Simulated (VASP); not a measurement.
Here is the system:

```
CELL_PARAMETERS angstrom
      2.85237     0.00000     0.00000
     -1.42619     2.47023     0.00000
      0.00000     0.00000    12.94494
ATOMIC_POSITIONS crystal
  Al 0.33333 0.66667 0.25000
  Al 0.66667 0.33333 0.75000
  V  0.33333 0.66667 0.58638
  V  0.66667 0.33333 0.41362
  V  0.66667 0.33333 0.08638
  V  0.33333 0.66667 0.91362
  C  0.00000 0.00000 0.00000
  C  0.00000 0.00000 0.50000
```

Method: PBE GGA, VASP's PBE PAW potentials (set 64) (plane waves; VASP). Numerical set-up: 400 eV cut-off, 12×12×3 Γ-centred mesh, Gaussian smearing of 0.14 eV, potentials Al V_sv C.

Problem. Give the energies of bands 25 to 38 at the high-symmetry points, in eV from the Fermi level.

Solution. 
| band | Γ | M | K | A | L | H |
|---|---|---|---|---|---|---|
| 25 | -3.31 | -3.55 | -2.85 | -3.31 | -3.48 | -2.80 |
| 26 | -3.31 | -3.48 | -2.83 | -3.31 | -3.48 | -2.80 |
| 27 | -3.00 | -3.47 | -2.83 | -2.57 | -3.28 | -2.58 |
| 28 | -2.13 | -2.96 | -2.21 | -2.57 | -3.28 | -2.58 |
| 29 | -1.04 | -2.62 | -1.89 | -0.84 | -2.56 | -2.01 |
| 30 | -0.70 | -2.54 | -1.89 | -0.84 | -2.56 | -2.01 |
| 31 | -0.26 | -1.55 | -1.73 | -0.25 | -1.53 | -1.63 |
| 32 | -0.26 | -1.52 | -1.73 | -0.25 | -1.53 | -1.63 |
| 33 | -0.25 | 0.76 | -1.31 | -0.25 | 0.99 | -0.79 |
| 34 | -0.25 | 1.09 | -0.33 | -0.25 | 0.99 | -0.79 |
| 35 | 0.62 | 1.17 | 1.17 | 0.64 | 1.17 | 1.11 |
| 36 | 0.62 | 1.25 | 1.17 | 0.64 | 1.17 | 1.11 |
| 37 | 0.66 | 1.87 | 1.43 | 0.64 | 1.92 | 1.52 |
| 38 | 0.66 | 1.91 | 1.43 | 0.64 | 1.93 | 1.52 |

It has no gap at this level: it comes out as a metal or semimetal.

The structure comes from a computed database's AlV2C entry; how it stands against other phases isn't given here. The cell was not relaxed at this level. The run is not spin-polarised, so no magnetic state was tried.
